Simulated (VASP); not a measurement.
Data:

```
CELL_PARAMETERS angstrom
      0.00000     2.59948     2.50530
      2.56889     0.00000     2.50530
      2.56889     2.59948     0.00000
ATOMIC_POSITIONS crystal
  Hf 0.00000 0.00000 0.00000
  O  0.25000 0.25000 0.25000
  O  0.73512 0.76488 0.76488
```

Computed with PBE GGA, VASP's PBE PAW potentials (set 64) (plane waves; VASP 6.6.1). Numerical set-up: 520 eV cut-off, 5×5×5 Monkhorst-Pack mesh, Gaussian smearing of 0.050 eV, potentials Hf_pv O.

Question: Which forces act on the atoms, in eV/Å?

Answer: 
```
atom      Fx     Fy     Fz
----  ------  -----  -----
Hf1    0.144  0.000  0.000
O2     0.591  0.000  0.000
O3    -0.735  0.000  0.000
```

Question: Give the stress tensor in GPa (positive for a compressed cell).

Answer: 
```
 -7.11    0.00    0.00
  0.00  -13.03    2.00
  0.00    2.00    3.55
```
The pressure is its mean diagonal, -5.53 GPa.

The compound is HfO2 in the fluorite structure, the high-temperature cubic form, which is unstable at 0 K; the monoclinic form is the stable one. The cell was not relaxed at this level, atoms are displaced from their ideal sites. The k-mesh is coarse (spacing up to 0.43 per Å, 2π included), so the numbers may not be converged in it. The run is one of a series of settings (KPOINTS 5×5×5 Monkhorst-Pack mesh against the base run), some of them coarse on purpose.
